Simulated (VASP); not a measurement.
Crystal: Al.

```
Al
1.0
     8.08000    0.00000    0.00000
     0.00000    8.08000    0.00000
     0.00000    0.00000    8.08000
Al
32
Direct
  0.00000 0.00000 0.00000
  0.00000 0.00000 0.50000
  0.00000 0.50000 0.00000
  0.00000 0.50000 0.50000
  0.50000 0.00000 0.00000
  0.50000 0.00000 0.50000
  0.50000 0.50000 0.00000
  0.50000 0.50000 0.50000
  0.00000 0.25000 0.25000
  0.00000 0.25000 0.75000
  0.00000 0.75000 0.25000
  0.00000 0.75000 0.75000
  0.50000 0.25000 0.25000
  0.50000 0.25000 0.75000
  0.50000 0.75000 0.25000
  0.50000 0.75000 0.75000
  0.25000 0.00000 0.25000
  0.25000 0.00000 0.75000
  0.25000 0.50000 0.25000
  0.25000 0.50000 0.75000
  0.75000 0.00000 0.25000
  0.75000 0.00000 0.75000
  0.75000 0.50000 0.25000
  0.75000 0.50000 0.75000
  0.25000 0.25000 0.00000
  0.25000 0.25000 0.50000
  0.25000 0.75000 0.00000
  0.25000 0.75000 0.50000
  0.75000 0.25000 0.00000
  0.75000 0.25000 0.50000
  0.75000 0.75000 0.00000
  0.75000 0.75000 0.50000
```

The cell was built by a generator and needn't be a form met in nature.

Base run:

```yaml
Program: VASP 6.6.1
Functional: PBEsol
Potentials_or_basis: VASP PAW PBE potentials, release 64 (Al)
Cutoff: 400 eV
k_mesh: 6 × 6 × 6
Occupations: fermi-dirac, width 0.05 eV
Spin: no spin polarisation
```

Its results: band gap on the k mesh none (metal or under the smearing width); pressure -1.5 GPa.

**Question.** The run is repeated on the same cell with these changes: functional from PBEsol to PBE; further incar settings from ALGO = Fast; EDIFF = 1e-07; NBANDS = 70 to ALGO = Fast; EDIFF = 1e-06. What comes out?

**Answer.** Band gap on the k mesh none (metal or under the smearing width); pressure -0.1 GPa.

Caveats: the PAW data sets were made with another functional, which shifts forces and pressure a little (some runs).

Not every run made on this cell is shown here.
